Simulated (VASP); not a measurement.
These are PBE GGA, VASP's PBE PAW potentials (set 64) (plane waves; VASP) values and carry that method's errors.

VASP ran on this input.

### KPOINTS
```
Automatic mesh
0
Gamma
15 15 1
0 0 0
```

**INCAR**
```
# general
SYSTEM  = AlCo
PREC    = Accurate
ENCUT   = 345
LREAL   = .FALSE.
LASPH   = .TRUE.

# electronic loop
EDIFF   = 1E-6
NELM    = 100
ALGO    = Normal
LMAXMIX = 4

# smearing
ISMEAR  = 0
SIGMA   = 0.2

# functional
GGA     = PE

# ions
ISIF    = 2

# output
LWAVE   = .FALSE.
LCHARG  = .FALSE.

# other
LDIPOL  = .TRUE.
IDIPOL  = 3
DIPOL   = 0.5 0.5 0.5
```

POSCAR:
```
AlCo
1
    2.8562820000     0.0000000000     0.0000000000
    0.0000000000     2.8562820000     0.0000000000
    0.0000000000     0.0000000000    22.0100000000
Al Co
4 4
Direct
  0.5000000000   0.5000000000   0.2726030000
  0.5000000000   0.5000000000   0.4025440000
  0.5000000000   0.5000000000   0.5324850000
  0.5000000000   0.5000000000   0.6624260000
  0.0000000000   0.0000000000   0.3375740000
  0.0000000000   0.0000000000   0.4675150000
  0.0000000000   0.0000000000   0.5974560000
  0.0000000000   0.0000000000   0.7273970000
```

POTCAR, in this order: Al Co (PBE.64 set). Program: vasp_std.

Problem. What will the output report for the number of irreducible k-points (NKPTS), largest plane-wave count, number of space-group operations, FFT grid (NGX, NGY, NGZ)?

Solution. 
The number of irreducible k-points (NKPTS) comes out as 36 and the largest plane-wave count comes out as 2647. The number of space-group operations comes out as 8 and the FFT grid (NGX, NGY, NGZ) is 18 × 18 × 140.

The cell is a sheet with vacuum, built from a generated structure. The run is not spin-polarised, so no magnetic state was tried.
